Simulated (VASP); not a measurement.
Output of a VASP run:

File OSZICAR:
```
       N       E                     dE             d eps       ncg     rms          rms(c)
DAV:   1     0.110303280083E+03    0.11030E+03   -0.85358E+03   424   0.121E+03
DAV:   2     0.438215639955E+01   -0.10592E+03   -0.10255E+03   466   0.278E+02
DAV:   3     0.304808289757E+00   -0.40773E+01   -0.40714E+01   511   0.573E+01
DAV:   4     0.265217286782E+00   -0.39591E-01   -0.39588E-01   584   0.502E+00
DAV:   5     0.265105316800E+00   -0.11197E-03   -0.11197E-03   476   0.254E-01    0.568E+00
DAV:   6     0.494513291689E+00    0.22941E+00   -0.47838E-01   471   0.887E+00    0.459E+00
DAV:   7     0.510332427867E+00    0.15819E-01   -0.12628E-01   471   0.258E+00    0.170E+00
DAV:   8     0.509832660038E+00   -0.49977E-03   -0.98974E-03   431   0.140E+00    0.524E-01
DAV:   9     0.509652892149E+00   -0.17977E-03   -0.92783E-04   441   0.373E-01    0.950E-02
DAV:  10     0.509629774555E+00   -0.23118E-04   -0.10329E-04   451   0.120E-01    0.435E-02
DAV:  11     0.509615046844E+00   -0.14728E-04   -0.36901E-05   426   0.566E-02    0.296E-02
DAV:  12     0.509615712307E+00    0.66546E-06   -0.23961E-06   430   0.160E-02
   1 F= 0.50961571E+00 E0= 0.50961571E+00  d E =0.509616E+00
       N       E                     dE             d eps       ncg     rms          rms(c)
DAV:   1    -0.281547073423E+00   -0.79116E+00   -0.16627E+01   456   0.544E+01    0.786E+00
DAV:   2     0.390126521633E+00    0.67167E+00   -0.16717E+00   436   0.216E+01    0.255E+00
DAV:   3     0.470176320115E+00    0.80050E-01   -0.17997E-01   441   0.488E+00    0.229E+00
DAV:   4     0.485612877088E+00    0.15437E-01   -0.22158E-02   451   0.102E+00    0.482E-01
DAV:   5     0.486377202837E+00    0.76433E-03   -0.14666E-03   437   0.437E-01    0.282E-01
DAV:   6     0.486484841104E+00    0.10764E-03   -0.37814E-04   431   0.171E-01    0.103E-01
DAV:   7     0.486488244689E+00    0.34036E-05   -0.53613E-05   456   0.688E-02    0.177E-02
DAV:   8     0.486485406519E+00   -0.28382E-05   -0.45538E-06   441   0.198E-02    0.654E-03
DAV:   9     0.486485207305E+00   -0.19921E-06   -0.29177E-07   238   0.611E-03
   2 F= 0.48648521E+00 E0= 0.48648521E+00  d E =-.231305E-01
       N       E                     dE             d eps       ncg     rms          rms(c)
DAV:   1     0.443124498203E+00   -0.43361E-01   -0.85230E-01   456   0.118E+01    0.146E+00
DAV:   2     0.480314356490E+00    0.37190E-01   -0.10472E-01   446   0.493E+00    0.458E-01
DAV:   3     0.483995470188E+00    0.36811E-02   -0.94817E-03   431   0.101E+00    0.385E-01
DAV:   4     0.484499301212E+00    0.50383E-03   -0.90095E-04   446   0.245E-01    0.761E-02
DAV:   5     0.484523737662E+00    0.24436E-04   -0.91478E-05   439   0.125E-01    0.558E-02
DAV:   6     0.484521501743E+00   -0.22359E-05   -0.28312E-05   426   0.541E-02    0.167E-02
DAV:   7     0.484522687422E+00    0.11857E-05   -0.23395E-06   312   0.183E-02    0.408E-03
DAV:   8     0.484522626714E+00   -0.60708E-07   -0.25208E-07   208   0.450E-03
   3 F= 0.48452263E+00 E0= 0.48452263E+00  d E =-.250931E-01
```

OUTCAR:
```
------------------------ aborting loop because EDIFF is reached ----------------------------------------
  FORCE on cell =-STRESS in cart. coord.  units (eV):
  Direction    XX          YY          ZZ          XY          YZ          ZX
  --------------------------------------------------------------------------------------
  Total        0.0038664      0.0038664      0.0038664     -0.0000000     -0.0000000     -0.0000000
  in kB        0.0863391      0.0863391      0.0863391     -0.0000000     -0.0000000     -0.0000000
  external PRESSURE =       0.0863391 kB  Pullay stress =       0.0000000 kB
  volume of cell :       71.75
      direct lattice vectors                 reciprocal lattice vectors
    -0.000000000  3.298068613  3.298068613    -0.151603881  0.151603881  0.151603881
     3.298068613 -0.000000000  3.298068613     0.151603881 -0.151603881  0.151603881
     3.298068613  3.298068613  0.000000000     0.151603881  0.151603881 -0.151603881
  FREE ENERGIE OF THE ION-ELECTRON SYSTEM (eV)
  ---------------------------------------------------
  free  energy   TOTEN  =         0.4845226267 eV

  energy  without entropy=        0.4845226267  energy(sigma->0) =        0.48452263

 reached required accuracy - stopping structural energy minimisation
```
(Selected blocks of OUTCAR.)

POSCAR:
```
CdTe
1
    0.0000000000     3.2400000000     3.2400000000
    3.2400000000     0.0000000000     3.2400000000
    3.2400000000     3.2400000000     0.0000000000
Cd Te
1 1
Direct
  0.0000000000   0.0000000000   0.0000000000
  0.2500000000   0.2500000000   0.2500000000
```

Problem. Reconstruct the remaining input files.

Solution. Several could match; the one computed here: the input of the run itself, optB88-vdW, plane waves, VASP's PBE PAW potentials (set 64).

KPOINTS:
```
Automatic mesh
0
Gamma
6 6 6
0 0 0
```

**INCAR**
```
AGGAC = 0.0
ALGO = Normal
EDIFF = 1E-6
EDIFFG = -0.01
ENCUT = 520
GGA = BO
IBRION = 2
ISIF = 3
ISMEAR = 0
LASPH = .True.
LCHARG = .False.
LMAXMIX = 4
LREAL = .False.
LUSE_VDW = .True.
LWAVE = .False.
NELM = 100
NSW = 60
PARAM1 = 0.1833333333
PARAM2 = 0.22
PREC = Accurate
SIGMA = 0.05
SYSTEM = CdTe
```

POTCAR, in this order: Cd Te (PBE.64 set). Program: vasp_std.

Energy and stress use the plane-wave basis of the starting cell.

The compound is CdTe in the zinc blende structure. This run relaxes it. Symmetry was kept, so distortions that lower it aren't found.
